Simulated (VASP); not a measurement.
Input for VASP

File POSCAR:
```
Si2W
1
   -1.5806830000     1.5806830000     3.8362730000
    1.5806830000    -1.5806830000     3.8362730000
    1.5806830000     1.5806830000    -3.8362730000
Si W
2 1
Direct
  0.3349900000   0.3349900000   0.0000000000
  0.6650100000   0.6650100000   0.0000000000
  0.0000000000   0.0000000000   0.0000000000
```

### INCAR
```
SYSTEM=Si2W
PREC=Accurate; ENCUT=300; LREAL=F
LASPH=T
EDIFF=1E-6; NELM=100; ALGO=Normal
LMAXMIX=6
ISMEAR=1; SIGMA=0.1
GGA=PE
ISIF=2
LWAVE=F; LCHARG=F
```

File KPOINTS:
```
Regular mesh
0
G
  10 10 10
```

POTCAR, in this order: Si W_sv (PBE.64 set). Program: vasp_std.

Problem. Translate this PBE calculation to Quantum ESPRESSO's pw.x.

Solution. One equivalent input (not run):
```
&CONTROL
  calculation = 'scf'
  pseudo_dir = './pseudo'
  outdir = './out'
  tprnfor = .true.
  tstress = .true.
/
&SYSTEM
  ibrav = 0
  nat = 3
  ntyp = 2
  ecutwfc = 74
  occupations = 'smearing'
  smearing = 'methfessel-paxton'
  degauss = 0.00735
  input_dft = 'pbe'
/
&ELECTRONS
  conv_thr = 7.3e-08
  electron_maxstep = 100
/
ATOMIC_SPECIES
  Si 28.085 Si.upf
  W 183.840 W.upf
CELL_PARAMETERS angstrom
    -1.5806830    1.5806830    3.8362730
     1.5806830   -1.5806830    3.8362730
     1.5806830    1.5806830   -3.8362730
ATOMIC_POSITIONS crystal
  Si   0.3349900  0.3349900  0.0000000
  Si   0.6650100  0.6650100  0.0000000
  W    0.0000000  0.0000000  0.0000000
K_POINTS automatic
  10 10 10 0 0 0
```
Limits of the translation: the potentials are each code's own (VASP's PAW set, PseudoDojo norm-conserving files in pw.x), so ENCUT and ecutwfc are chosen apart and not converted; conv_thr bounds pw.x's estimated SCF error, while EDIFF bounds the energy change between steps.

The structure comes from a computed database's Si2W entry; how it stands against other phases isn't given here. The cell was not relaxed at this level.
